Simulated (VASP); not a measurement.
Runs of VASP 6.6.1 on W. The structure is cubic, space group Im-3m (No. 229). The conventional cell has a = 3.201 Å, b = 3.201 Å, c = 3.201 Å, α = 90.00°, β = 90.00°, γ = 90.00°. Around W (site symmetry m-3m) lie 8 W at 2.77 Å. 

```tsv
task	level	potentials or basis	cell	k mesh	cutoff (eV)	mesh quality	gap on the mesh (eV)	pressure (GPa)	relaxed volume (Å³/atom)
relaxation of cell and atoms	PBEsol	VASP PAW PBE potentials, release 64 (W_sv)	relaxed	18 × 18 × 18	480	not flagged	none	0.0	15.72
relaxation of cell and atoms	LDA	VASP PAW LDA potentials, release 64 (W_sv)	relaxed	18 × 18 × 18	600	not flagged	none	0.0	15.51
relaxation of cell and atoms	PBEsol	VASP PAW PBE potentials, release 64 (W_sv)	relaxed	18 × 18 × 18	600	not flagged	none	0.0	15.73
relaxation of cell and atoms	PBE	VASP PAW PBE potentials, release 64 (W_sv)	relaxed	18 × 18 × 18	600	not flagged	none	0.0	16.16
single point	PBEsol	VASP PAW PBE potentials, release 64 (W_sv)	as given	18 × 18 × 18	520	not flagged	none	-12.7	-
relaxation of cell and atoms	PBEsol	VASP PAW PBE potentials, release 64 (W_sv)	relaxed	6 × 6 × 6	600	coarse	none	0.0	15.63
relaxation of cell and atoms	RPBE	VASP PAW PBE potentials, release 64 (W_sv)	relaxed	18 × 18 × 18	600	not flagged	none	0.0	(b)
relaxation of cell and atoms	PBEsol	VASP PAW PBE potentials, release 64 (W)	relaxed	18 × 18 × 18	580	not flagged	none	0.0	15.54
relaxation of cell and atoms	PBE+D3(BJ)	VASP PAW PBE potentials, release 64 (W_sv)	relaxed	18 × 18 × 18	600	not flagged	none	0.0	(a)
relaxation of cell and atoms	PBEsol	VASP PAW PBE potentials, release 64 (W_sv)	relaxed	18 × 18 × 18	300	not flagged	none	0.0	15.69
```

Alike in all rows: no spin polarisation; smearing gaussian 0.1 eV.

Problem. Fill in the values left out.

Solution. (a) 15.80; (b) 16.36.

Caveats: some runs use coarse meshes; the PAW data sets were made with another functional, which shifts forces and pressure a little (some runs); pairwise dispersion overbinds metals, which lowers pressure and volume (some runs).

A k mesh can miss the band edges, and the runs leave out spin-orbit coupling on W.

A gap of «none» marks a metal or a gap under the smearing width.

Not every run made on this cell is shown here.
